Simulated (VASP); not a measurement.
Here is the system:

```xyz
3
Lattice="1.7784 -3.0804 0.0000 1.7784 3.0804 0.0000 0.0000 0.0000 5.1219" Properties=species:S:1:pos:R:3 pbc="T T T"
Pt     0.0000     0.0000     0.0000
S      1.7784     1.0268     1.2235
S      1.7784    -1.0268     3.8984
```

These are r2SCAN+rVV10, VASP's PBE PAW potentials (set 64) (plane waves; VASP) values and carry that method's errors. Settings: 520 eV cut-off, 7×7×4 Γ-centred mesh, Gaussian smearing of 0.050 eV, potentials Pt S.

**Question.** What does the run give for the energy per atom (σ→0)?

**Answer.** 
```
Item                                Result
---------------------  -------------------
energy per atom (σ→0)  -2200.4 kJ/mol-atom
```

The compound is PtS2 in the 1T layered structure. It was relaxed first. The start is the result of an earlier pass.
